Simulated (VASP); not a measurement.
# Conduction valleys of InAs (F-43m) at Γ, X and L in a fixed cell: hybrid functionals, meta-GGAs and TB-mBJ

A functional that opens the gap of InAs need not lift the whole conduction band by the same amount. The valley at Γ sets the gap, while its distance to the valleys at L and X sets the energy at which fast electrons can scatter into heavier, slower states. A device model that takes its gap from one calculation and its valley separations from another therefore assumes that the three levels move together. We test this by comparing the lowest empty levels at Γ, X and L, each measured from the valence-band top, for several functionals in one and the same cell. Strain and relaxation thus play no part in the differences. Spin-orbit coupling, which is left out, would lower all three levels by about the same amount and hardly change their separations.

## Systems and settings

A cell from a diffraction database, the same for all rows. VASP 6.6.1, plane waves with PAW, cutoff 400 eV, no spin polarisation, no spin-orbit coupling. Levels are read at the symmetry points of a band path, from the valence-band top. For all rows, k mesh: 4×4×4. All levels use the PAW data sets made with PBE.

Notes on method and selection:

- A valley minimum can lie off the symmetry point and below the level at it.
- Spin-orbit coupling is left out; it raises the valence-band top and so lowers all three levels by about the same amount.
- Runs that did not converge, have known faults or may not be shown are not listed, and runs on Ansatz's PAW sets soft_1 and soft_2 are kept to separate tables.

Columns:

- Γ valley (eV): lowest empty level at Γ.
- X valley (eV): lowest empty level at X.
- L valley (eV): lowest empty level at L.
- X − Γ (eV): level at X less level at Γ.

Input lines of one member:

```
PREC = Accurate
ENCUT = 400
EDIFF = 1E-06
NELM = 100
ISMEAR = 0
SIGMA = 0.02
LREAL = .FALSE.
ALGO = Normal
METAGGA = R2SCAN
LASPH = .TRUE.
NBANDS = 21
LORBIT = 11
KPAR = 4
```

Command (options for logging and memory left out): `mpirun -np 4 vasp_std`

## Data

| member | Γ valley (eV) | X valley (eV) | L valley (eV) | X − Γ (eV) |
| --- | --- | --- | --- | --- |
| r2SCAN | 0.21 | 1.80 | 1.29 | 1.59 |
| HSEsol | 0.45 | 2.06 | 1.59 | 1.60 |
| HSE06 | 0.57 | ? | ? | ? |
| LAK | 0.69 | 2.04 | 1.65 | 1.35 |
| TB-mBJ | 0.73 | 2.22 | 1.68 | 1.49 |

Cells marked ? are withheld until the estimate has been made.

Least-squares fits to the members shown, with x = Γ valley (eV); R² and errors in the fitted variable (y, or ln y where the fit is in ln y):

| y | members | fit | R² | rms residual | leave-one-out rms | the same for the mean of the others |
| --- | --- | --- | --- | --- | --- | --- |
| X valley (eV) | 4 | y = 1.699 + 0.6368 x | 0.78 | 0.070 | 0.14 | 0.20 |
| L valley (eV) | 4 | y = 1.188 + 0.7017 x | 0.89 | 0.051 | 0.13 | 0.21 |

## Interpretation

The order is the same in all four complete rows: Γ lowest, then L, then X. The spacing is not. From r2SCAN to HSEsol the three levels rise nearly together, by 0.24 eV at Γ, 0.26 eV at X and 0.30 eV at L. From HSEsol to LAK the Γ level rises by another 0.24 eV, but L gains only 0.06 eV and X stays within 0.02 eV of where it was. The separation X − Γ therefore shrinks from 1.60 to 1.35 eV, and L − Γ from 1.59 − 0.45 = 1.14 eV to 1.65 − 0.69 = 0.96 eV.

Theory suggests two contributions. The first is common to all valleys: a functional that binds the filled, mainly As p states at the valence-band top more strongly, relative to the empty states, raises every conduction level on this scale. The second depends on the valley. The Γ level is an antibonding combination of s orbitals with much of its weight close to the nuclei, whereas the levels at X and L also contain p character. A change of the potential near the cores therefore acts most strongly at Γ. The use of PBE data sets with every functional may add to this second part, since an inconsistent core is also felt most by s states.

The fitted slope of X against Γ is 0.64, where a rigid shift would give 1. With four members this is a loose relation: its leave-one-out error is 0.14 eV, against 0.20 eV for the mean of the others, so the Γ level alone does not fix the X level well.

LDA, PBEsol and PBE leave this cell without a gap, so with them the order of conduction and valence states at Γ is itself in doubt. The functionals with complete rows agree on the order of the valleys but not on their separations, which should therefore be taken from the same calculation as the gap. The levels are those at the symmetry points, and a true valley minimum may lie somewhat lower, beside the point.

## Blind estimate

Plain estimates from the members shown:

- HSE06, fit at x = 0.57: 2.06 eV
- HSE06, straight-line interpolation between HSEsol and LAK: w = (0.57 − 0.45) / (0.69 − 0.45) = 0.500, so 2.06 + 0.500 × (2.04 − 2.06) = 2.05 eV

The closest relative of HSE06 in the table is HSEsol. Both mix in the same share of screened exact exchange with the same screening, and they differ in the semilocal part, PBE in one and PBEsol in the other. We therefore start from the HSEsol level at X and add only the shift that goes with the higher Γ level. Interpolation between HSEsol and LAK, which gives 2.05 eV, would carry over half of the narrow X − Γ separation of LAK, a functional of a different kind.

The Γ level rises by 0.57 − 0.45 = 0.12 eV. With the fitted slope, the shift at X is 0.6368 × 0.12 = 0.08 eV, and the estimate is 2.06 + 0.08 = 2.14 eV. An unchanged X level would give 2.06 eV and a rigid shift 2.06 + 0.12 = 2.18 eV.

Tried from HSEsol on the other shown members, the same step gives 2.06 + 0.6368 × (0.21 − 0.45) = 1.91 eV for r2SCAN (table 1.80), 2.06 + 0.6368 × (0.69 − 0.45) = 2.21 eV for LAK (2.04) and 2.06 + 0.6368 × (0.73 − 0.45) = 2.24 eV for TB-mBJ (2.22). The rms miss is 0.12 eV over Γ steps with a mean size of (0.24 + 0.24 + 0.28) / 3 = 0.25 eV. These members also helped to fix the slope, so the test is a mild one, but each involves a change of functional type that HSE06 does not. Taking the miss as proportional to the step gives 0.12 × 0.12 / 0.25 = 0.06 eV, which we adopt as the standard deviation.

**Committed estimate, HSE06: X valley = 2.14 ± 0.06 eV.**

## Result

| member | Γ valley (eV) | X valley (eV) | L valley (eV) | X − Γ (eV) |
| --- | --- | --- | --- | --- |
| HSE06 | 0.57 | 2.16 | 1.68 | 1.59 |

| member | estimate | X valley (eV) | computed | estimate − computed | miss in error bars |
| --- | --- | --- | --- | --- | --- |
| HSE06 | committed | 2.14 | 2.16 | −0.02 | 0.3 |
| HSE06 | fit | 2.06 | 2.16 | −0.10 |  |
| HSE06 | interpolation | 2.05 | 2.16 | −0.11 |  |

The estimate of 2.14 eV is 0.02 eV below the computed 2.16 eV, well inside its error bar of 0.06 eV. The fit and the interpolation are low by 0.10 and 0.11 eV. Starting from HSEsol was the right choice, because it kept the narrow X − Γ separation of LAK out of the starting value.

The slope used for the last step has less support. From HSEsol to HSE06 the Γ level rises by 0.12 eV and the X level by 0.10 eV, a ratio of 0.10 / 0.12 = 0.83, between the fitted 0.64 and the 1 of a rigid shift. A rigid shift would have given 2.06 + 0.12 = 2.18 eV, which misses by as much on the other side. L rises by 0.09 eV. Replacing PBEsol by PBE inside the hybrid thus raises all three valleys by nearly the same amount relative to the valence-band top. Levels measured from that top cannot show how much of the shift belongs to the valence states and how much to the conduction states. The valley-dependent part is small here. The low fitted slope comes from LAK and TB-mBJ, whose X − Γ separations are narrower than those of the other functionals.

## Departures from the trend

Least-squares fits to the whole series, with x = Γ valley (eV); R² and errors in the fitted variable (y, or ln y where the fit is in ln y):

| y | members | fit | R² | rms residual | leave-one-out rms | the same for the mean of the others |
| --- | --- | --- | --- | --- | --- | --- |
| X valley (eV) | 5 | y = 1.707 + 0.6591 x | 0.74 | 0.074 | 0.14 | 0.18 |
| L valley (eV) | 5 | y = 1.195 + 0.7227 x | 0.84 | 0.059 | 0.14 | 0.18 |

Largest departures from the fit to the whole series:

| member | X valley (eV) | fit | computed − fit | in rms residuals |
| --- | --- | --- | --- | --- |
| LAK | 2.04 | 2.16 | −0.12 | 1.7 |
| HSE06 | 2.16 | 2.08 | +0.08 | 1.1 |
| HSEsol | 2.06 | 2.00 | +0.06 | 0.8 |
| r2SCAN | 1.80 | 1.85 | −0.05 | 0.6 |

LAK lies farthest from the fit, with its X level 0.12 eV too low. Compared with HSE06, its Γ level is 0.12 eV higher and its X level 0.12 eV lower, so the valence-band top, which is common to both levels, cannot be the whole cause. LAK must act differently on the s-like state at Γ and on the state at X, which has p character as well. The PBE data sets could contribute by disturbing the s state near the cores, but r2SCAN uses them too and has the same X − Γ separation as HSE06, 1.59 eV. A response particular to LAK therefore seems likelier than a fault common to meta-GGAs, though a core error that differs between the two remains possible.

HSE06 and HSEsol lie above the line by 0.08 and 0.06 eV, and r2SCAN lies 0.05 eV below it. These departures need no separate causes. The three have X − Γ separations within 0.01 eV of each other and so follow a slope close to 1, while LAK and, less strongly, TB-mBJ, both at the high-Γ end, pull the common line down and flatten it.

## What to take away

The order Γ, L, X holds for all five functionals, with Γ levels from 0.21 to 0.73 eV, but the separations depend on the functional. For a new functional of another type, the fit of X against Γ is only modestly better than the mean of the others, with a leave-one-out error of 0.14 against 0.18 eV. Between the two hybrids, a rigid shift is good to about 0.03 eV at X and L.

For transport, the L valley matters first. With HSE06 an electron at the Γ edge must gain 1.68 − 0.57 = 1.11 eV to reach the L level, equivalent to a lossless drop through 1.11 V. TB-mBJ gives 1.68 − 0.73 = 0.95 eV, although its L level is the same. Over all five functionals the threshold varies by 1.14 − 0.95 = 0.19 eV, from HSEsol to TB-mBJ. This is a spread among methods, not a bound on the error against experiment.

[Logs are printed without paths, hosts, clocks, repeated set-up lines and the standing remarks that a program may print on its own settings, such as how far it seeks lower states.]
